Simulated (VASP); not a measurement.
Output of a VASP run:

**OSZICAR**
```
       N       E                     dE             d eps       ncg     rms          rms(c)
DAV:   1    -0.300365491976E+02   -0.30037E+02   -0.41645E+03   984   0.764E+02
DAV:   2    -0.330951539800E+02   -0.30586E+01   -0.30505E+01  1072   0.443E+01
DAV:   3    -0.331132070538E+02   -0.18053E-01   -0.18057E-01  1224   0.385E+00
DAV:   4    -0.331132501240E+02   -0.43070E-04   -0.43072E-04  1280   0.167E-01
DAV:   5    -0.331132501890E+02   -0.64994E-07   -0.64984E-07  1160   0.469E-03    0.109E+01
DAV:   6    -0.329208637535E+02    0.19239E+00   -0.33596E-01   896   0.572E+00    0.604E+00
DAV:   7    -0.331278678113E+02   -0.20700E+00   -0.13813E-01   968   0.296E+00    0.234E-01
DAV:   8    -0.328296883289E+02    0.29818E+00   -0.25193E-01   904   0.404E+00    0.337E-01
DAV:   9    -0.330856194311E+02   -0.25593E+00   -0.28652E-01   920   0.306E+00    0.175E-01
DAV:  10    -0.330842231495E+02    0.13963E-02   -0.28766E-03  1000   0.392E-01    0.177E-01
DAV:  11    -0.330842921594E+02   -0.69010E-04   -0.33283E-04   912   0.167E-01    0.130E-01
DAV:  12    -0.330840863518E+02    0.20581E-03   -0.16521E-04   904   0.159E-01    0.771E-02
DAV:  13    -0.330841637357E+02   -0.77384E-04   -0.52191E-05  1032   0.670E-02    0.597E-02
DAV:  14    -0.330840223449E+02    0.14139E-03   -0.69561E-05   984   0.592E-02    0.474E-02
DAV:  15    -0.330840853988E+02   -0.63054E-04   -0.21773E-05   936   0.392E-02    0.351E-02
DAV:  16    -0.330840206385E+02    0.64760E-04   -0.24032E-05   912   0.347E-02    0.193E-02
DAV:  17    -0.330839911791E+02    0.29459E-04   -0.14235E-05   920   0.248E-02    0.744E-03
DAV:  18    -0.330839910204E+02    0.15874E-06   -0.44874E-07   664   0.659E-03
   1 F= -.33083991E+02 E0= -.33083811E+02  d E =-.330840E+02
```

### OUTCAR
```
------------------------ aborting loop because EDIFF is reached ----------------------------------------
  FORCE on cell =-STRESS in cart. coord.  units (eV):
  Direction    XX          YY          ZZ          XY          YZ          ZX
  --------------------------------------------------------------------------------------
  Total       -0.0074408     -0.0074408     -0.0074408      0.0000000     -0.0000000      0.0000000
  in kB       -0.3192417     -0.3192417     -0.3192417      0.0000000     -0.0000000      0.0000000
  external PRESSURE =      -0.3192417 kB  Pullay stress =       0.0000000 kB
  volume of cell :       37.34
      direct lattice vectors                 reciprocal lattice vectors
     3.342495386  0.000000000  0.000000000     0.299177675  0.000000000  0.000000000
     0.000000000  3.342495386  0.000000000     0.000000000  0.299177675  0.000000000
     0.000000000  0.000000000  3.342495386     0.000000000  0.000000000  0.299177675
 POSITION                                       TOTAL-FORCE (eV/Angst)
 -----------------------------------------------------------------------------------
      0.00000      0.00000      0.00000         0.000000      0.000000      0.000000
 -----------------------------------------------------------------------------------
    total drift:                               -0.000000      0.000000     -0.000000
  FREE ENERGIE OF THE ION-ELECTRON SYSTEM (eV)
  ---------------------------------------------------
  free  energy   TOTEN  =       -33.0839910204 eV

  energy  without entropy=      -33.0834515952  energy(sigma->0) =      -33.08381121

 reached required accuracy - stopping structural energy minimisation
```
(Selected blocks of OUTCAR.)

**POSCAR**
```
Yb
1
    3.3424953862     0.0000000000    -0.0000000000
   -0.0000000000     3.3424953862    -0.0000000000
    0.0000000000    -0.0000000000     3.3424953862
Yb
1
Direct
  0.0000000000   0.0000000000   0.0000000000
```

Question: Write an INCAR and KPOINTS that could have produced this output.

Answer: Several could match; the one computed here: the input of the run itself, r2SCAN meta-GGA, plane waves, VASP's PBE PAW potentials (set 64).

### INCAR
```
SYSTEM = Yb
PREC = Accurate
ENCUT = 400
EDIFF = 1E-6
NELM = 100
ALGO = Normal
LREAL = .FALSE.
LASPH = .TRUE.
ISMEAR = 1
SIGMA = 0.1
METAGGA = R2SCAN
LMIXTAU = .TRUE.
LMAXMIX = 6
LWAVE = .FALSE.
LCHARG = .FALSE.
IBRION = 2
ISIF = 3
NSW = 60
EDIFFG = -0.01
```

File KPOINTS:
```
Automatic mesh
0
Gamma
10 10 10
0 0 0
```

POTCAR, in this order: Yb_2 (PBE.64 set). Program: vasp_std.

The 4f electrons are frozen in the core of the lanthanide potential, so 4f levels, which can set the real gap, and their magnetism are missing.

The structure was generated: Yb was put into the simple-cubic type (Pm-3m), which need not be its known phase. It was relaxed first, which changed the volume by -19 %. The start is the result of an earlier pass.
